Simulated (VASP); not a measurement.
# LaBiS2O: structure and properties in VASP, part 5 of 7

Wanted: the relaxed cell of LaBiS2O and its properties. The start is a computed cell from the Materials Project.

VASP 6.6.1, plane waves and PAW; the level of theory is named at each step.

Still holding for the runs below: Spin-orbit coupling is off here; with elements this heavy it splits and shifts levels by tenths of an eV or more.

So far, least gap on mesh and path (eV): step 5 (bands along the symmetry lines (r2SCAN)) 1.12. The relaxed cell has a = 4.041, c = 14.126 Å (conventional setting).

## Step 7: Independent-particle dielectric function (r2SCAN)

Level of this step: r2SCAN; plane waves and PAW (La, Bi_d, S, O) (VASP).

LOPTICS sums transitions from filled to empty bands. NBANDS is raised for it.

INCAR

```
SYSTEM = LaBiS2O
PREC = Accurate
ENCUT = 520
EDIFF = 1E-06
NELM = 100
ISMEAR = 0
SIGMA = 0.05
LREAL = .FALSE.
ALGO = Normal
METAGGA = R2SCAN
LASPH = .TRUE.
NBANDS = 124
LORBIT = 11
LWAVE = .FALSE.
LCHARG = .FALSE.
KPAR = 8
LOPTICS = .TRUE.
NEDOS = 1500
CSHIFT = 0.1
```

POSCAR

```
LaBiS2O
1.0
    4.0408216444      0.0000000000      0.0000000000
    0.0000000000      4.0408216444      0.0000000000
    0.0000000000      0.0000000000     14.1264444717
La Bi S O
2 2 4 2
Direct
    0.5000000000      0.0000000000      0.5884187759
    0.0000000000      0.5000000000      0.4115812241
    0.0000000000      0.5000000000      0.8679425451
    0.5000000000      0.0000000000      0.1320574549
    0.5000000000      0.0000000000      0.8900394487
    0.0000000000      0.5000000000      0.1099605513
    0.0000000000      0.5000000000      0.6914764398
    0.5000000000      0.0000000000      0.3085235602
    0.0000000000      0.0000000000      0.5000000000
    0.5000000000      0.5000000000      0.5000000000
```

KPOINTS

```
Automatic mesh
0
Gamma
8 8 3
0 0 0
```

Potentials, in the order of the species: La, Bi_d, S and O (PBE family, release 64).

Command:

```console
> mpirun -np 8 vasp_std
```

Output:

```text
[... set-up lines as in an earlier step ...]
 entering main loop
       N       E                     dE             d eps       ncg     rms          rms(c)
DAV:   1     0.847217881699E+03    0.84722E+03   -0.30896E+04 10608   0.962E+02
DAV:   2    -0.266264468928E+02   -0.87384E+03   -0.71474E+03  7536   0.272E+02
DAV:   3    -0.248055935798E+03   -0.22143E+03   -0.20557E+03  8024   0.127E+02
DAV:   4    -0.270125606295E+03   -0.22070E+02   -0.21403E+02  9616   0.400E+01
DAV:   5    -0.271419812199E+03   -0.12942E+01   -0.12712E+01 12536   0.904E+00    0.156E+01
DAV:   6    -0.239886945207E+03    0.31533E+02   -0.80501E+00 10744   0.151E+01    0.816E+00
DAV:   7    -0.240088740713E+03   -0.20180E+00   -0.33415E+00 11024   0.460E+00    0.650E+00
DAV:   8    -0.240116035020E+03   -0.27294E-01   -0.48288E-01 12992   0.286E+00    0.197E+00
DAV:   9    -0.240102759465E+03    0.13276E-01   -0.11559E-01 12464   0.161E+00    0.811E-01
DAV:  10    -0.240099441092E+03    0.33184E-02   -0.51720E-02 10736   0.635E-01    0.611E-01
DAV:  11    -0.240101963351E+03   -0.25223E-02   -0.14011E-02 10680   0.313E-01    0.276E-01
DAV:  12    -0.240101788037E+03    0.17531E-03   -0.16677E-03 12720   0.156E-01    0.929E-02
DAV:  13    -0.240101853535E+03   -0.65498E-04   -0.44631E-04 11664   0.523E-02    0.555E-02
DAV:  14    -0.240101848251E+03    0.52838E-05   -0.40989E-05 11624   0.206E-02    0.291E-02
DAV:  15    -0.240101872233E+03   -0.23982E-04   -0.26403E-05 12048   0.116E-02    0.140E-02
DAV:  16    -0.240101871902E+03    0.33100E-06   -0.54983E-06 12128   0.647E-03
   1 F= -.24010187E+03 E0= -.24010187E+03  d E =-.192725E-10
 optical routines
 imaginary and real dielectric function
 direction            1
 direction            2
 direction            3
```

Run time: 8.4 min. Hardware: 8 MPI ranks of AMD EPYC 7R43, shared host; peak memory 12 GiB; 63 min of CPU time.

From OUTCAR (step 7):

```text
   k-points           NKPTS =     30   k-points in BZ     NKDIM =     30   number of bands    NBANDS=    124

   NELECT =      88.0000    total number of electrons

 E-fermi :   5.2760

 k-point     1 :       0.0000    0.0000    0.0000
  band No.  band energies     occupation
    ...
     40       4.2354      2.00000
     41       4.4794      2.00000
     42       4.4794      2.00000
     43       4.8716      2.00000
     44       4.8716      2.00000
     45       8.9229      0.00000
     46       9.1403      0.00000
     47       9.1672      0.00000
     48       9.4704      0.00000
     49      10.0031      0.00000
    ...

  Total       -0.0353006     -0.0353006     -0.0704594      0.0000000      0.0000000     -0.0000000
  in kB       -0.2451999     -0.2451999     -0.4894153      0.0000000      0.0000000     -0.0000000
  external PRESSURE =      -0.3266050 kB  Pullay stress =       0.0000000 kB

 POSITION                                       TOTAL-FORCE (eV/Angst)
 -----------------------------------------------------------------------------------
      2.02041      0.00000      8.31227        -0.000000      0.000000      0.007142
      0.00000      2.02041      5.81418        -0.000000     -0.000000     -0.007142
      0.00000      2.02041     12.26094         0.000000     -0.000000      0.007209
      2.02041      0.00000      1.86550        -0.000000      0.000000     -0.007209
      2.02041      0.00000     12.57309        -0.000000      0.000000      0.004773
      0.00000      2.02041      1.55335         0.000000      0.000000     -0.004773
      0.00000      2.02041      9.76810         0.000000      0.000000     -0.005087
      2.02041      0.00000      4.35834        -0.000000      0.000000      0.005087
      0.00000      0.00000      7.06322        -0.000000     -0.000000      0.000000
      2.02041      2.02041      7.06322        -0.000000      0.000000      0.000000
 -----------------------------------------------------------------------------------
    total drift:                                0.000000     -0.000000      0.000000

  FREE ENERGIE OF THE ION-ELECTRON SYSTEM (eV)
  ---------------------------------------------------
  free  energy   TOTEN  =      -240.1018719023 eV

  energy  without entropy=     -240.1018719023  energy(sigma->0) =     -240.10187190

 plasma frequency squared (from intraband transitions) (eV^2)
  --------------------------------------------------------------------------------------
       0.000       0.000      -0.000
       0.000       0.000       0.000
      -0.000       0.000       0.000

[... 8 parts as in an earlier step ...]

[... 8 further parts left out ...]
```

These are independent-particle spectra without excitons or local fields, and fine structure depends on the mesh and on CSHIFT.

Numbers from this step:

```yaml
scf_cycles: 16
bands: 124
fermi_energy: 5.276 eV
pressure: -0.03266 GPa
```

The imaginary dielectric function has structure finer than the step of the table below, so its rows give means over 0.5 eV, whole bins alone (the curve runs from 0 to 25.0 eV). Peaks (eV: height): xx 1.12: 8.24, 1.68: 13.6, 1.99: 16.8, 2.85: 19.2; zz 4.53: 16.3.

Table of imaginary dielectric function by photon energy; means over each step:

| photon energy (eV) | xx | zz |
| --- | --- | --- |
| 0.5 | 0.420 | 0.0365 |
| 1.0 | 4.23 | 0.122 |
| 1.5 | 7.73 | 0.222 |
| 2.0 | 14.1 | 1.09 |
| 2.5 | 15.3 | 2.87 |
| 3.0 | 13.7 | 2.42 |
| 3.5 | 5.66 | 3.23 |
| 4.0 | 4.52 | 7.66 |
| 4.5 | 5.02 | 15.2 |
| 5.0 | 3.98 | 11.3 |
| 5.5 | 4.26 | 7.85 |
| 6.0 | 4.62 | 6.20 |
| 6.5 | 4.09 | 4.79 |
| 7.0 | 4.78 | 5.36 |
| 7.5 | 4.59 | 4.42 |
| 8.0 | 4.53 | 3.26 |
| 8.5 | 4.52 | 3.29 |
| 9.0 | 4.97 | 3.30 |
| 9.5 | 4.48 | 3.74 |
| 10.0 | 3.92 | 4.27 |
| 10.5 | 3.22 | 3.66 |
| 11.0 | 2.76 | 2.91 |
| 11.5 | 2.31 | 2.57 |
| 12.0 | 1.76 | 1.58 |
| 12.5 | 1.49 | 1.19 |
| 13.0 | 1.09 | 1.36 |
| 13.5 | 1.18 | 1.34 |
| 14.0 | 1.19 | 0.903 |
| 14.5 | 1.06 | 0.846 |
| 15.0 | 0.847 | 0.784 |
| 15.5 | 0.740 | 0.732 |
| 16.0 | 0.650 | 0.639 |
| 16.5 | 0.636 | 0.577 |
| 17.0 | 0.622 | 0.649 |
| 17.5 | 0.532 | 0.560 |
| 18.0 | 0.636 | 0.640 |
| 18.5 | 0.627 | 0.810 |
| 19.0 | 0.610 | 0.980 |
| 19.5 | 0.791 | 1.39 |
| 20.0 | 0.826 | 1.27 |
| 20.5 | 0.948 | 1.34 |
| 21.0 | 0.939 | 1.12 |
| 21.5 | 1.13 | 0.802 |
| 22.0 | 1.13 | 0.720 |
| 22.5 | 0.985 | 0.991 |
| 23.0 | 0.815 | 0.946 |
| 23.5 | 0.654 | 0.643 |
| 24.0 | 0.615 | 0.503 |
| 24.5 | 0.487 | 0.392 |

Real dielectric function against photon energy:

| photon energy (eV) | xx | zz |
| --- | --- | --- |
| 0 | 14.0 | 7.45 |
| 1 | 19.1 | 7.83 |
| 2 | 13.5 | 9.21 |
| 3 | -4.37 | 8.54 |
| 4 | 0.896 | 14.8 |
| 5 | 1.73 | -0.161 |
| 6 | 1.61 | -0.129 |
| 7 | 1.55 | -0.173 |
| 8 | 1.19 | -0.494 |
| 9 | 0.0896 | 0.538 |
| 10 | -1.000 | -0.0359 |
| 11 | -1.35 | -1.17 |
| 12 | -1.16 | -1.48 |
| 13 | -0.694 | -0.382 |
| 14 | -0.309 | -0.440 |
| 15 | -0.294 | -0.141 |
| 16 | 0.0267 | 0.126 |
| 17 | 0.131 | 0.360 |
| 18 | 0.438 | 0.715 |
| 19 | 0.601 | 0.881 |
| 20 | 0.647 | 0.433 |
| 21 | 0.618 | -0.0982 |
| 22 | 0.277 | 0.276 |
| 23 | -0.0199 | -0.0542 |
| 24 | 0.0302 | -0.0665 |

The mean of ε2 over directions passes 5 % of its top at 0.86 eV, against a least direct gap of 1.12 eV on this mesh; what lies under the gap is the tail of the broadening by CSHIFT.

(Continued in part 6 of 7.)

[Lines on the potential files, build, host, timing and source positions are cut from VASP's logs without a mark.]

[Logs are printed without paths, hosts, clocks, repeated set-up lines and the standing remarks that a program may print on its own settings, such as how far it seeks lower states.]

[Hosts, paths, dates, database ids (printed as entryN), source tags and the programs' standing remarks are cut or masked in the printed files.]

[A measured line is paired with the nearest computed mode of its activity, which favours agreement.]
